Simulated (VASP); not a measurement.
GaN:

```
Ga N
1.0
     0.00000    2.25350    2.25350
     2.25350    0.00000    2.25350
     2.25350    2.25350    0.00000
Ga N
1 1
Cartesian
  0.0000 0.0000 0.0000
  3.3803 3.3803 3.3803
```

The cell is a database's computed one.

| Quantity | Value |
| --- | --- |
| Program | VASP 6.6.1 |
| Task | relaxation of cell and atoms |
| Functional | LDA |
| Potentials or basis | VASP PAW LDA potentials, release 64 (Ga_d, N) |
| Cutoff | 520 eV |
| k mesh | 12 × 12 × 12 |
| Occupations | gaussian, width 0.02 eV |
| Spin | no spin polarisation |

At the start: pressure -5.5 GPa; volume 11.44 Å³/atom.

Where does the relaxation end?

Over 3 steps the energy falls by 5.8 meV/atom and the volume is 11.12 Å³/atom (-2.8 %); space group F-43m (No. 216, to 0.05 Å).

Step by step:
```
step  energy change (eV)  largest force (eV/Å)  pressure (GPa)  volume (Å³)
   1              0.0000                0.0000           -5.52        22.89
   2              0.0001                0.0000            6.08        21.61
   3             -0.0115                0.0000           -0.03        22.24
```

Final structure:
```yaml
crystal:
  lattice:
    - [0.00000, 2.23195, 2.23195]
    - [2.23195, 0.00000, 2.23195]
    - [2.23195, 2.23195, 0.00000]
  atoms:
    - { symbol: Ga, position: [0.00000, 0.00000, 0.00000] }
    - { symbol: N, position: [0.75000, 0.75000, 0.75000] }
```
